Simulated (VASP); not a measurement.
Data:

```xyz
2
Lattice="3.3133 0.0000 0.0000 -1.6566 2.8694 0.0000 0.0000 0.0000 3.2336" Properties=species:S:1:pos:R:3 pbc="T T T"
Nb     0.0000     0.0000     0.0000
P      1.6566     0.9565     1.6168
```

Computed with r2SCAN meta-GGA, VASP's PBE PAW potentials (set 64) (plane waves; VASP). Run with 400 eV cut-off, 8×8×7 Γ-centred mesh, Gaussian smearing of 0.050 eV, potentials Nb_sv P.

Energy and stress use the plane-wave basis of the starting cell.

Q: The ions, cell shape and volume are relaxed. What does this cell relax into?

A: 
```xyz
2
Lattice="3.3354 0.0000 0.0000 -1.6677 2.8885 0.0000 0.0000 0.0000 3.3185" Properties=species:S:1:pos:R:3 pbc="T T T"
Nb     0.0000     0.0000     0.0000
P      1.6677     0.9628     1.6592
```
Space group P-6m2 (187), at a tolerance of 0.03 Å.

Q: How do energy and volume change from the first to the last step?

A: The energy (σ→0) changes by -20.2 meV/atom and the volume by +4.0 %, in 10 ionic steps.

```csv
step,E(σ→0) (eV),max force (eV/Å),pressure (GPa),volume (Å³)
1,-35.9621,0.000,9.12,30.74
2,-35.8659,0.000,-14.08,34.79
3,-36.0016,0.000,-0.47,32.10
4,-36.0017,0.000,-0.26,32.06
5,-36.0017,0.000,-0.15,32.04
6,-36.0023,0.000,0.14,31.97
7,-36.0024,0.000,0.28,31.92
8,-36.0024,0.000,0.26,31.93
9,-36.0023,0.000,-0.45,32.04
10,-36.0024,0.000,0.00,31.97
```

The structure was generated: NbP was put into the WC type (P-6m2), which need not be its known phase. This run relaxes it. Symmetry was kept, so distortions that lower it aren't found.
